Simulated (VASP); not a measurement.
Method: PW91 GGA, VASP's PBE PAW potentials (set 64) (plane waves; VASP).

A VASP calculation is set up with these files.

### KPOINTS
```
Automatic mesh
0
Gamma
6 6 4
0 0 0
```

**POSCAR**
```
Te
1.0
  2.2851574192  -3.9580084362   0.0000000000
  2.2851574192   3.9580084362   0.0000000000
  0.0000000000   0.0000000000   6.0279757716
Te
3
Cart
  2.8963723648  -2.8993531809   4.0186525237
  3.3478849472   0.0000000000   0.0000000000
  2.8963723648   2.8993531809   2.0093232479
```

### INCAR
```
EDIFFG = -0.01   ! ionic stop
LMAXMIX = 4   ! l cut-off of mixed one-centre charges
LCHARG = .FALSE.
NELM = 100   ! most electronic steps
NSW = 30   ! most ionic steps
SYSTEM = Te
ENCUT = 520
GGA = 91
PREC = Accurate
ALGO = Normal   ! blocked Davidson
ISMEAR = 0   ! Gaussian
SIGMA = 0.05
LWAVE = .FALSE.
LASPH = .TRUE.
LREAL = .FALSE.   ! projection in real space or not
IBRION = 2
ISIF = 4   ! ions and shape, fixed volume
EDIFF = 1E-7   ! SCF stop (eV)
```

POTCAR, in this order: Te (PBE.64 set). Program: vasp_std.

Output of the run:

OUTCAR:
```
 ion  position               nearest neighbor table
   1  0.000  0.267  0.667-   2 2.92   3 2.92   2 3.56   2 3.56   3 3.56   3 3.56
   2  0.733  0.733  0.000-   3 2.92   1 2.92   1 3.56   3 3.56   3 3.56   1 3.56
   3  0.267  0.000  0.333-   2 2.92   1 2.92   2 3.56   2 3.56   1 3.56   1 3.56
  LATTYP: Found a hexagonal cell.
 ALAT       =     4.5703145637
 C/A-ratio  =     1.3189411117
 Subroutine PRICEL returns:
 Original cell was already a primitive cell.
 Subroutine GETGRP returns: Found  6 space group operations
The static configuration has the point symmetry C_2 .
 The point group associated with its full space group is D_3 .
The dynamic configuration has the point symmetry C_2 .
 Subroutine INISYM returns: Found  6 space group operations
 Subroutine IBZKPT returns following result:
 Found     24 irreducible k-points:

 Following reciprocal coordinates:
            Coordinates               Weight
  0.000000  0.000000  0.000000      1.000000
  0.166667  0.000000  0.000000      6.000000
  0.333333  0.000000  0.000000      6.000000
  0.500000  0.000000  0.000000      3.000000
  0.166667  0.166667  0.000000      6.000000
  0.333333  0.166667  0.000000     12.000000
  0.333333  0.333333  0.000000      2.000000
  0.000000  0.000000  0.250000      2.000000
  0.166667  0.000000  0.250000      6.000000
  0.000000  0.166667  0.250000      6.000000
  0.333333  0.000000  0.250000      6.000000
  0.000000  0.333333  0.250000      6.000000
  0.500000  0.000000  0.250000      6.000000
  0.166667  0.166667  0.250000     12.000000
  0.333333  0.166667  0.250000     12.000000
 -0.166667  0.500000  0.250000     12.000000
  0.333333  0.333333  0.250000      4.000000
  0.000000  0.000000  0.500000      1.000000
  0.166667  0.000000  0.500000      6.000000
  0.333333  0.000000  0.500000      6.000000
  0.500000  0.000000  0.500000      3.000000
...
```

OSZICAR:
```
       N       E                     dE             d eps       ncg     rms          rms(c)
DAV:   1     0.811714568365E+02    0.81171E+02   -0.66707E+03   624   0.111E+03
DAV:   2    -0.378538906711E+01   -0.84957E+02   -0.82049E+02   858   0.155E+02
DAV:   3    -0.939629065822E+01   -0.56109E+01   -0.55623E+01   739   0.457E+01
DAV:   4    -0.950388701892E+01   -0.10760E+00   -0.10751E+00   815   0.767E+00
DAV:   5    -0.950538134948E+01   -0.14943E-02   -0.14943E-02   738   0.874E-01    0.101E+01
DAV:   6    -0.948314540679E+01    0.22236E-01   -0.23297E-02   679   0.101E+00    0.643E+00
DAV:   7    -0.947872179813E+01    0.44236E-02   -0.50060E-02   644   0.150E+00    0.352E-01
DAV:   8    -0.947783379892E+01    0.88800E-03   -0.90016E-03   629   0.600E-01    0.157E-01
DAV:   9    -0.947790015868E+01   -0.66360E-04   -0.27421E-04   787   0.132E-01    0.618E-02
DAV:  10    -0.947790645833E+01   -0.62996E-05   -0.45131E-05   659   0.485E-02    0.112E-02
DAV:  11    -0.947790677250E+01   -0.31417E-06   -0.47164E-06   853   0.153E-02    0.384E-03
DAV:  12    -0.947790684562E+01   -0.73127E-07   -0.86658E-07   639   0.611E-03
   1 F= -.94779068E+01 E0= -.94778995E+01  d E =-.947791E+01
       N       E                     dE             d eps       ncg     rms          rms(c)
DAV:   1    -0.948115154130E+01   -0.32448E-02   -0.12334E-01   624   0.195E+00    0.340E-01
DAV:   2    -0.948144079769E+01   -0.28926E-03   -0.49558E-03   684   0.435E-01    0.746E-02
DAV:   3    -0.948136699381E+01    0.73804E-04   -0.11711E-04   719   0.778E-02    0.502E-02
DAV:   4    -0.948134815354E+01    0.18840E-04   -0.92689E-05   644   0.590E-02    0.172E-02
DAV:   5    -0.948134999644E+01   -0.18429E-05   -0.11764E-05   634   0.214E-02    0.915E-03
DAV:   6    -0.948135035592E+01   -0.35948E-06   -0.41560E-07   734   0.504E-03    0.621E-03
DAV:   7    -0.948135047581E+01   -0.11989E-06   -0.66536E-08   432   0.179E-03    0.135E-03
DAV:   8    -0.948135050553E+01   -0.29717E-07   -0.88008E-09   312   0.799E-04
   2 F= -.94813505E+01 E0= -.94813487E+01  d E =-.344366E-02
       N       E                     dE             d eps       ncg     rms          rms(c)
DAV:   1    -0.948386101675E+01   -0.25105E-02   -0.43583E-01   624   0.366E+00    0.656E-01
DAV:   2    -0.948486331177E+01   -0.10023E-02   -0.17563E-02   684   0.819E-01    0.141E-01
DAV:   3    -0.948459575354E+01    0.26756E-03   -0.42149E-04   714   0.147E-01    0.957E-02
DAV:   4    -0.948452272709E+01    0.73026E-04   -0.33934E-04   644   0.113E-01    0.336E-02
DAV:   5    -0.948452900430E+01   -0.62772E-05   -0.42897E-05   639   0.410E-02    0.178E-02
DAV:   6    -0.948453006897E+01   -0.10647E-05   -0.15496E-06   814   0.967E-03    0.119E-02
DAV:   7    -0.948453034358E+01   -0.27461E-06   -0.24219E-07   447   0.337E-03    0.242E-03
DAV:   8    -0.948453040802E+01   -0.64439E-07   -0.30176E-08   317   0.148E-03
   3 F= -.94845304E+01 E0= -.94845303E+01  d E =-.662356E-02
       N       E                     dE             d eps       ncg     rms          rms(c)
DAV:   1    -0.948460382900E+01   -0.73485E-04   -0.21208E-02   624   0.807E-01    0.145E-01
DAV:   2    -0.948465241624E+01   -0.48587E-04   -0.85969E-04   684   0.181E-01    0.311E-02
DAV:   3    -0.948463989748E+01    0.12519E-04   -0.21295E-05   719   0.330E-02    0.210E-02
DAV:   4    -0.948463747164E+01    0.24258E-05   -0.16815E-05   644   0.251E-02    0.746E-03
DAV:   5    -0.948463788586E+01   -0.41422E-06   -0.22004E-06   634   0.928E-03    0.411E-03
DAV:   6    -0.948463800180E+01   -0.11594E-06   -0.65771E-08   342   0.218E-03    0.262E-03
DAV:   7    -0.948463804043E+01   -0.38621E-07   -0.13608E-08   312   0.105E-03
   4 F= -.94846380E+01 E0= -.94846380E+01  d E =-.673119E-02
```

OUTCAR:
```
------------------------ aborting loop because EDIFF is reached ----------------------------------------
  FORCE on cell =-STRESS in cart. coord.  units (eV):
  Direction    XX          YY          ZZ          XY          YZ          ZX
  --------------------------------------------------------------------------------------
  Total       -0.4011238     -0.4011238     -0.3689060      0.0000000     -0.0000000      0.0000000
  in kB       -5.8937908     -5.8937899     -5.4204083      0.0000000     -0.0000000      0.0000000
  external PRESSURE =      -5.7359964 kB  Pullay stress =       0.0000000 kB
  volume of cell :      109.04
      direct lattice vectors                 reciprocal lattice vectors
     2.301966090 -3.987121930 -0.000000000     0.217205632 -0.125403740  0.000000000
     2.301966090  3.987121930  0.000000000     0.217205632  0.125403740  0.000000000
    -0.000000000  0.000000000  5.940266070     0.000000000 -0.000000000  0.168342628
 POSITION                                       TOTAL-FORCE (eV/Angst)
 -----------------------------------------------------------------------------------
      2.90795     -2.93753      3.96018        -0.003622     -0.006274     -0.000000
      3.39197      0.00000     -0.00000         0.007244      0.000000     -0.000000
      2.90795      2.93753      1.98009        -0.003622      0.006274      0.000000
 -----------------------------------------------------------------------------------
    total drift:                               -0.000170     -0.000402      0.000013
  FREE ENERGIE OF THE ION-ELECTRON SYSTEM (eV)
  ---------------------------------------------------
  free  energy   TOTEN  =        -9.4846380404 eV

  energy  without entropy=       -9.4846379839  energy(sigma->0) =       -9.48463801

 reached required accuracy - stopping structural energy minimisation
```
(Selected blocks of OUTCAR.)

**CONTCAR**
```
Te
   1.00000000000000
     2.3019660898844712   -3.9871219297598430   -0.0000000000000000
     2.3019660898844712    3.9871219297598430    0.0000000000000000
    -0.0000000000000000    0.0000000000000000    5.9402660695323188
  Te
     3
Direct
     0.9999999999963518    0.2632449078072156    0.6666669999999968
     0.7367550921964325    0.7367550921964325    0.0000000000000000
     0.2632449078072156    0.9999999999963518    0.3333330000000032
```

The compound is Te in the trig structure. This cell is one point of a volume scan, at 1.03 of the reference volume. Symmetry was kept, so distortions that lower it aren't found.
